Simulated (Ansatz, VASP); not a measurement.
# ZrSeS: VASP beside Ansatz, part 2 of 2

Wanted: the spread between two codes on one cell, functional and k mesh. The cell is taken from a series of runs on this material, whose earlier steps may have relaxed, scaled, displaced or heated it; both programs get it as it stands.

VASP 6.6.1 and Ansatz 0.2.0.

So far: The starting structure; VASP: zone-centre phonons, PBEsol, pair 1.

## 3. Ansatz: zone-centre phonons, PBEsol, pair 1

Level of this step: Ansatz beside VASP: Kohn-Sham DFT, plane waves, PBEsol (Ansatz).

Ansatz runs on its PAW soft_1 files.

The same cell, functional and mesh now go to Ansatz, which takes its cutoff from its data sets.

input.yaml reads:

```yaml
crystal:
  lattice:
    - [3.685334151, 0.0, 0.0]
    - [-1.8426670755, 3.1596770662, 0.0]
    - [0.0, 0.0, 30.0]
  atoms:
    - { symbol: Zr, position: [-0.0001967014, -0.0003934028, 0.3349126508] }
    - { symbol: S, position: [0.3342720103, 0.6685440205, 0.3815543873] }
    - { symbol: Se, position: [0.6659246911, 0.3318493823, 0.2801996286] }
  periodic: [true, true, false]
kpoints:
  mp_grid: { grid: [12, 12, 1] }
hamiltonian:
  xc: pbesol
  pseudopotentials: { kind: paw, azcp: { folder: soft_1 }, xc_functional: pbe }
scf:
  occupations: { method: fixed }
output:
  eigenvalues: true
phonons:
  method: dfpt
```

Command:

```
> ansatz run input.yaml --threads 4 --pin off --max-ram 16384MiB --backend cpu --events-out ev --progress --plain --runs-dir out
```

Numbers of over 12 decimals in the logs are rounded to 6 here.

Output:

```text
zone centre: on kpoints.mp_grid the ground state, and the responses unless they are solved on pairs of k-points, stand on 43 of the mesh's 144 k-points, reduced under 2 symmetry operations, with k and −k counted as one. Each operation leaves every solved displacement unchanged or reverses it
Engine: ansatz 0.2.0, aarch64-unknown-linux-gnu
Pseudopotentials: kind: paw
Pseudopotential: Zr, paw, valence charge 12, recommended cutoff 420 eV (normal), soft_1/Zr.paw.azcp
Pseudopotential: S, paw, valence charge 6, recommended cutoff 420 eV (normal), soft_1/S.paw.azcp
Pseudopotential: Se, paw, valence charge 16, recommended cutoff 420 eV (normal), soft_1/Se.paw.azcp
Functional definition: PBEsol
  exchange = pbesol_x
  correlation = pbesol_c
Crystal: 3 atoms, lattice volume = 349.334 Å³
Basis set: ecut = 420 eV, 6789 PW (Γ), exchange–correlation on 50×50×432 points (8 copies of the dense FFT grid, shifted against one another)
Bands: 21, of which v1, the nominal top of the filled ones, is band 17 counted from 1 (16 counted from 0)
Symmetry: 2 space group operations
k-points: 43 of 144 (time reversal used)
Non-local potential: Zr, projectors of the file, l = 0: 3, l = 1: 2, l = 2: 2, l = 3: 1
Non-local potential: S, projectors of the file, l = 0: 2, l = 1: 2, l = 2: 1
Non-local potential: Se, projectors of the file, l = 0: 2, l = 1: 2, l = 2: 3, l = 3: 1
PAW form: soft (Blöchl's): semilocal exchange-correlation on the pseudo side does not see the compensation charge
PAW frozen core: Zr, regenerated for the run's functional, and the local potential with it (the file was generated under x = pbe(κ = 0.804, μ = 0.219515), c = pbe(β = 0.066725))
PAW frozen core: S, regenerated for the run's functional, and the local potential with it (the file was generated under x = pbe(κ = 0.804, μ = 0.219515), c = pbe(β = 0.066725))
PAW frozen core: Se, regenerated for the run's functional, and the local potential with it (the file was generated under x = pbe(κ = 0.804, μ = 0.219515), c = pbe(β = 0.066725))
PAW one-centre angular grid: Zr, 590 points (default); XC on 64 Gauss nodes
PAW one-centre angular grid: S, 110 points (default); XC on 64 Gauss nodes
PAW one-centre angular grid: Se, 590 points (default); XC on 64 Gauss nodes
Initial density: superposition of atomic densities (neutral atoms: chi_scale 0, normalization atom)
Initial wavefunctions: pseudopotential atomic-orbital guess
Functional: x = pbesol(κ = 0.804, μ = 0.123457), c = pbesol(β = 0.046)
SCF iter   1: F=—  HF=-10442.742900 eV  |F-HF|=—  |Δ(HF+E_count)|=         —  Δρ=1.92e-2  dr2=2.01e0  ethr=3.10e-3  ⟨swp⟩=7.6  Hψ=5357  notcnv=0  defer=78
preconditioner: auto → none  [insulator: Δε(μ)=1.082 eV  Ē_g=8.265 eV  n_scr=16 (ndim 8)  ℏωp=7.9 eV  f_vac=0.764  ε∞_Penn≈1.9]
SCF iter   2: F=—  HF=-10442.159208 eV  |F-HF|=—  |Δ(HF+E_count)|=   5.84e-1  Δρ=8.69e-3  dr2=3.37e-1  ethr=3.10e-3  ⟨swp⟩=4.7  Hψ=2630  notcnv=0  defer=80
SCF iter   3: F=—  HF=-10442.156691 eV  |F-HF|=—  |Δ(HF+E_count)|=   2.52e-3  Δρ=5.38e-3  dr2=3.88e-1  ethr=9.90e-4  ⟨swp⟩=4.2  Hψ=1819  notcnv=0  defer=84
SCF iter   4: F=—  HF=-10442.112257 eV  |F-HF|=—  |Δ(HF+E_count)|=   4.44e-2  Δρ=3.14e-3  dr2=1.13e-1  ethr=9.90e-4  ⟨swp⟩=3.9  Hψ=1498  notcnv=0  defer=85
SCF iter   5: F=—  HF=-10442.104684 eV  |F-HF|=—  |Δ(HF+E_count)|=   7.57e-3  Δρ=1.89e-3  dr2=4.87e-2  ethr=3.34e-4  ⟨swp⟩=3.6  Hψ=1585  notcnv=0  defer=86
SCF iter   6: F=—  HF=-10442.101378 eV  |F-HF|=—  |Δ(HF+E_count)|=   3.31e-3  Δρ=1.19e-3  dr2=1.73e-2  ethr=1.43e-4  ⟨swp⟩=1.9  Hψ=1134  notcnv=0  defer=85
SCF iter   7: F=—  HF=-10442.099733 eV  |F-HF|=—  |Δ(HF+E_count)|=   1.65e-3  Δρ=4.01e-4  dr2=1.49e-3  ethr=5.08e-5  ⟨swp⟩=2.6  Hψ=1260  notcnv=0  defer=86
SCF iter   8: F=—  HF=-10442.099598 eV  |F-HF|=—  |Δ(HF+E_count)|=   1.35e-4  Δρ=8.44e-5  dr2=1.32e-4  ethr=4.38e-6  ⟨swp⟩=2.7  Hψ=1526  notcnv=0  defer=86
SCF iter   9: F=—  HF=-10442.099591 eV  |F-HF|=—  |Δ(HF+E_count)|=   7.54e-6  Δρ=1.54e-5  dr2=9.15e-7  ethr=3.89e-7  ⟨swp⟩=3.0  Hψ=1413  notcnv=0  defer=86
SCF iter  10: F=—  HF=-10442.099667 eV  |F-HF|=—  |Δ(HF+E_count)|=   7.59e-5  Δρ=4.11e-6  dr2=6.92e-8  ethr=2.69e-9  ⟨swp⟩=4.0  Hψ=2133  notcnv=0  defer=86
SCF iter  11: F=—  HF=-10442.099667 eV  |F-HF|=—  |Δ(HF+E_count)|=   5.49e-9  Δρ=9.54e-7  dr2=4.48e-9  ethr=2.04e-10  ⟨swp⟩=3.3  Hψ=1562  notcnv=0  defer=86
SCF iter  12: F=—  HF=-10442.099667 eV  |F-HF|=—  |Δ(HF+E_count)|=   1.32e-9  Δρ=3.22e-7  dr2=2.02e-9  ethr=1.32e-11  ⟨swp⟩=3.3  Hψ=1719  notcnv=0  defer=86
SCF iter  13: F=—  HF=-10442.099667 eV  |F-HF|=—  |Δ(HF+E_count)|=  2.91e-10  Δρ=1.08e-7  dr2=1.08e-10  ethr=5.95e-12  ⟨swp⟩=2.7  Hψ=1330  notcnv=0  defer=86
SCF iter  14: F=-10442.099667 eV  HF=-10442.099667 eV  |F-HF|=5.46e-12  |Δ(HF+E_count)|=  7.28e-12  Δρ=6.02e-8  dr2=2.52e-11  ethr=1.00e-12  ⟨swp⟩=19.5  Hψ=8351  notcnv=0
SCF 1 converged in 14 iterations: F = -10442.099667 eV  dr2 = 2.52e-11
  greatest PAW one-centre occupation: 1.000 electrons in one spin orbital (limit 2), on the Se atom at site 2 (counted from 0), in its partial waves of l = 2
DFPT response loops at Γ: preconditioner auto → none (the input reference at scf.mixing.eps_inf says where Resta's filter doesn't serve); β = 0.50; Broyden in place of MSR1
SCF converged after 14 iterations
Free energy (F): -10442.099667 eV
Harris-Foulkes:  -10442.099667 eV  (|F-HF|=5.46e-12)
Internal energy: -10442.099667 eV  (E = F + TS)
E sigma→0 (E₀):  -10442.099667 eV
Fermi energy:    -5.709981 eV
--- Per-component energies (eV) ---
  E_band       = -1003.388380
  E_kinetic    = 532.771847
  E_local      = -57883.650540  (includes V_loc(G=0)·N_el)
  E_nonlocal   = -243.649349
  E_hartree    = 28620.452952
  E_xc         = -326.859228
  E_vxc        = -355.977942  (∫ρ·V_xc dr)
  E_paw        = -5587.962577  (= ΣΔE_a)
  E_vpaw       = -293.787899  (= ΣTr[D̂ρ^β])
  E_aug_tail   = -0.000400  (compensation charges beyond the density's cutoff)
  E_ewald      = 24445.561506
  E_core_change = 1.236122  (= ΣΔE_core)
  E_smearing   = -0.000000  (= −TS)
  E_closure    = 0.000000  (closes the sum)
  Σ components = -10442.099667   (vs F -10442.099667, Δ=0.00e0)
--- Band table (eV; the first three rows and the last of 43) ---
  k-point 0: bands = [... 13 lower, -8.6393, -7.0658, -5.7680, -5.7100, -4.5940, -4.5179, -3.8160, -0.9703]
  k-point 1: bands = [... 13 lower, -8.6654, -6.8903, -6.2788, -6.0357, -4.4473, -4.2890, -3.6694, -1.3913]
  k-point 2: bands = [... 13 lower, -8.5799, -7.3905, -6.5740, -6.4522, -4.5685, -3.7781, -3.3772, -1.7991]
  k-point 42: bands = [... 13 lower, -8.7003, -8.2453, -8.0492, -7.2678, -4.0112, -3.4859, -2.7092, -1.5155]
--- Phonons (Γ-DFPT): 9 representative perturbations + reference, on 43 of 144 k-points (Σ response iterations 39) ---
  k mesh reduced under 2 symmetry operations, with k and −k counted as one. Each operation leaves every solved displacement unchanged or reverses it
  ASR residual: 1.218e-4 → 0.000e0 eV/Å²; symmetrization residual: 3.554e-6 eV/Å²
  ASR residual per site (eV/Å²): 1.22e-4 1.19e-5 9.13e-5
  Γ frequencies (cm⁻¹): 0.00 0.00 0.00 116.01 116.11 223.67 223.67 229.42 323.00
  non-analytic LO–TO correction: not included (Born effective charges unavailable; polar crystals: no LO–TO splitting at Γ)
```

## 4. Comparison

Known differences besides the potentials themselves: fixed occupations in Ansatz, narrow Gaussian smearing in VASP; Ansatz cuts the interaction across the vacuum, VASP repeats the sheet without a dipole correction; the data sets hold 34 valence electrons in Ansatz (on its PAW soft_1 files) and 24 in VASP; the cutoff is 420 eV in Ansatz and 500 eV in VASP; Ansatz makes its cores anew for this functional, VASP keeps those of its PBE data sets. Total energies have different zeros and are not compared.

Compared:

```tsv
quantity	Ansatz	VASP	difference
optical mode 1 (cm⁻¹)	116.0	115.8	+0.22 %
optical mode 2 (cm⁻¹)	116.1	117.6	-1.30 %
optical mode 3 (cm⁻¹)	223.7	224.2	-0.25 %
optical mode 4 (cm⁻¹)	223.7	224.4	-0.32 %
optical mode 5 (cm⁻¹)	229.4	229.9	-0.21 %
optical mode 6 (cm⁻¹)	323.0	322.9	+0.02 %
```

Modes are paired by rising frequency, not by their patterns, so a pair may set unlike modes beside each other; they are those without the splitting of longitudinal modes. Where the cell holds vacuum, a pressure given here is an average over it and none of the material.

## 5. VASP: zone-centre phonons, PBEsol, pair 2

Second derivatives magnify differences that forces hide, and they need a tight electronic threshold.

INCAR reads:

```
SYSTEM = ZrSeS
PREC = Accurate
ENCUT = 500
EDIFF = 1E-08
NELM = 120
ISMEAR = 0
SIGMA = 0.01
LREAL = .FALSE.
ALGO = Normal
GGA = PS
NBANDS = 18
LASPH = .TRUE.
LORBIT = 11
LWAVE = .FALSE.
LCHARG = .FALSE.
ISIF = 2
IBRION = 8
GGA_COMPAT = .FALSE.
EFERMI = MIDGAP
NELMDL = -8
KPAR = 2
```

POSCAR reads:

```
ZrSeS
1.0
    3.6853341510      0.0000000000      0.0000000000
   -1.8426670755      3.1915929962      0.0000000000
    0.0000000000      0.0000000000     30.0000000000
Zr S Se
1 1 1
Direct
    0.0000000000      0.0000000000      0.3349282258
    0.3333333333      0.6666666667      0.3812583963
    0.6666666667      0.3333333333      0.2804800446
```

KPOINTS reads:

```
Automatic mesh
0
Gamma
12 12 1
0 0 0
```

The projector-augmented-wave data sets are Zr_sv, S and Se (PBE family, release 64).

Command:

```
> mpirun -np 2 vasp_std
```

Output:

```text
[banner, memory and clock lines left out]
running    2 mpi-ranks, on    1 nodes
[...]
[... a notice as in an earlier step ...]

 LDA part: xc-table for (Slater+PW92), standard interpolation
 POSCAR, INCAR and KPOINTS ok, starting setup
[...]
entering main loop
       N       E                     dE             d eps       ncg     rms          rms(c)
DAV:   1     0.171858235527E+03    0.17186E+03   -0.97633E+03   884   0.934E+02
DAV:   2    -0.139452306201E+01   -0.17325E+03   -0.16994E+03   946   0.211E+02
DAV:   3    -0.227195236591E+02   -0.21325E+02   -0.21239E+02  1232   0.694E+01
DAV:   4    -0.234002225417E+02   -0.68070E+00   -0.67972E+00   968   0.112E+01
[...]
DAV:  29    -0.216411762685E+02   -0.60811E-07    0.80520E-10   632   0.516E-05    0.301E-05
DAV:  30    -0.216411762953E+02   -0.26747E-07    0.84967E-10   622   0.366E-05    0.595E-06
DAV:  31    -0.216411763000E+02   -0.47153E-08    0.97200E-10   576   0.157E-05
   1 F= -.21641176E+02 E0= -.21641176E+02  d E =0.000000E+00
[...]
RMM:  13    -0.792178667616E-01    0.12385E-06    0.28592E-07  6879   0.145E-04    0.200E-05
RMM:  14    -0.792178976331E-01   -0.30872E-07   -0.27262E-07  7187   0.825E-05    0.108E-05
RMM:  15    -0.792179066134E-01   -0.89803E-08    0.53667E-08  7296   0.432E-05    0.922E-06
 first order change of Fermi-energy  -0.16191E+00
 force on displaced ion       3 direction 1 :  -3.430  -0.001  -0.001
 Linear response progress:
  Degree of freedom:   6/  6
       N       E                     dE             d eps       ncg     rms          rms(c)
RMM:   1    -0.126045745968E+00   -0.12605E+00   -0.14792E-02  1720   0.126E+00
RMM:   2    -0.118532076770E+00    0.75137E-02   -0.70762E-03  1339   0.378E-01    0.167E-01
RMM:   3    -0.118610759001E+00   -0.78682E-04   -0.73257E-04  1389   0.128E-01    0.112E-01
RMM:   4    -0.118751637149E+00   -0.14088E-03   -0.33453E-04  1470   0.728E-02    0.270E-02
[...]
RMM:  17    -0.118756584969E+00   -0.41261E-07   -0.10161E-07  1509   0.476E-05    0.136E-05
RMM:  18    -0.118756617382E+00   -0.32413E-07   -0.82745E-08  1692   0.252E-05    0.916E-06
RMM:  19    -0.118756624700E+00   -0.73183E-08   -0.96946E-09  1607   0.145E-05    0.461E-06
 first order change of Fermi-energy  -0.57887E+00
 force on displaced ion       3 direction 3 :   0.000   0.000  -9.364
 Linear response finished
```

From OUTCAR (step 5):

```text
  Total        0.0384282      0.0384282      0.0486511      0.0000000      0.0000000     -0.0000000
  in kB        0.1744837      0.1744837      0.2209009      0.0000000      0.0000000     -0.0000000
  external PRESSURE =       0.1899561 kB  Pullay stress =       0.0000000 kB

 POSITION                                       TOTAL-FORCE (eV/Angst)
 -----------------------------------------------------------------------------------
      0.00000      0.00000     10.04785        -0.000000     -0.000000      0.007801
     -0.00000      2.12773     11.43775         0.000000      0.000000      0.018108
      1.84267      1.06386      8.41440        -0.000000     -0.000000     -0.025909
 -----------------------------------------------------------------------------------
    total drift:                               -0.000000     -0.000000      0.000004

[... 2 further parts left out ...]
```

## 6. Ansatz: zone-centre phonons, PBEsol, pair 2

The same cell, functional and mesh now go to Ansatz, which takes its cutoff from its data sets.

The cell is taken from a series of runs on this material, whose earlier steps may have relaxed, scaled, displaced or heated it; both programs get it as it stands.

input.yaml, the sections that differ from step 3:

```yaml
crystal:
  lattice:
    - [3.685334151, 0.0, 0.0]
    - [-1.8426670755, 3.1915929962, 0.0]
    - [0.0, 0.0, 30.0]
  atoms:
    - { symbol: Zr, position: [0.0, 0.0, 0.3349282258] }
    - { symbol: S, position: [0.3333333333, 0.6666666667, 0.3812583963] }
    - { symbol: Se, position: [0.6666666667, 0.3333333333, 0.2804800446] }
  periodic: [true, true, false]
# kpoints, hamiltonian, scf, output, phonons: as in step 3
```

Command:

```
> ansatz run input.yaml --threads 4 --pin off --max-ram 16384MiB --backend cpu --events-out ev --progress --plain --runs-dir out
```

Output:

```text
[...]
Crystal: 3 atoms, lattice volume = 352.863 Å³
Basis set: ecut = 420 eV, 6905 PW (Γ), exchange–correlation on 50×50×432 points (8 copies of the dense FFT grid, shifted against one another)
Bands: 21, of which v1, the nominal top of the filled ones, is band 17 counted from 1 (16 counted from 0)
Symmetry: 6 space group operations
k-points: 43 of 144 (irreducible under 2 space group operations, time reversal used)
[...]
k-point 2: bands = [... 13 lower, -8.5889, -7.4276, -6.5780, -6.4451, -4.6090, -3.7939, -3.3662, -1.8407]
  k-point 42: bands = [... 13 lower, -8.7139, -8.2212, -8.0546, -7.2653, -4.0505, -3.5106, -2.7295, -1.5642]
[...]
ASR residual: 5.051e-5 → 0.000e0 eV/Å²; symmetrization residual: 2.069e-5 eV/Å²
  ASR residual per site (eV/Å²): 2.36e-5 5.05e-5 1.25e-5
  Γ frequencies (cm⁻¹): 0.00 0.00 0.00 116.59 116.59 223.06 223.06 227.61 319.45
[...]
[key lines of the parts left out:]
SCF converged after 14 iterations
Free energy (F): -10442.102362 eV
Fermi energy:    -5.784075 eV
```

## 7. Side by side

What differs besides the data sets and the points named for the pairs above, as far as they apply: the data sets hold 34 valence electrons in Ansatz (on its PAW soft_1 files) and 24 in VASP. Total energies have different zeros and are not compared.

The two programs side by side:

```tsv
quantity	Ansatz	VASP	difference
optical mode 1 to 2 (cm⁻¹)	116.6	118.0	-1.22 %
optical mode 3 to 4 (cm⁻¹)	223.1	223.7	-0.29 %
optical mode 5 (cm⁻¹)	227.6	228.1	-0.24 %
optical mode 6 (cm⁻¹)	319.4	319.4	+0.00 %
```

Modes are paired by rising frequency, not by their patterns, so a pair may set unlike modes beside each other; they are those without the splitting of longitudinal modes. Where the cell holds vacuum, a pressure given here is an average over it and none of the material.

## 8. Summary of results

```
r.m.s. difference of the optical zone-centre modes, each program's sorted by frequency (zone-centre phonons, PBEsol, pair 1) : 0.76 cm⁻¹
difference in optical mode 2 (zone-centre phonons, PBEsol, pair 1)                                                           : -1.3 %
r.m.s. difference of the optical zone-centre modes, each program's sorted by frequency (zone-centre phonons, PBEsol, pair 2) : 0.94 cm⁻¹
difference in optical mode 1 to 2 (zone-centre phonons, PBEsol, pair 2)                                                      : -1.2 %
```

The r.m.s. difference of the optical zone-centre modes, each program's sorted by frequency is 0.76 cm⁻¹ (zone-centre phonons, PBEsol, pair 1). The data sets hold unlike numbers of valence electrons (34 in Ansatz and 24 in VASP), so part of the differences may come from the potentials. Among the rows given in per cent, the largest difference of the zone-centre phonons, PBEsol, pair 1 pair is in optical mode 2, -1.3 %. Among the rows given in per cent, the largest difference of the zone-centre phonons, PBEsol, pair 2 pair is in optical mode 1 to 2, -1.2 %. Such differences can come from data sets, numerical settings and the points named under the comparisons, not from the functional's error against experiment.

[Lines on the potential files, build, host, timing and source positions are cut from VASP's logs without a mark.]

[Logs are printed without paths, hosts, clocks, repeated set-up lines and the standing remarks that a program may print on its own settings, such as how far it seeks lower states.]

[Hosts, paths, dates, database ids (printed as entryN), source tags and the programs' standing remarks are cut or masked in the printed files.]
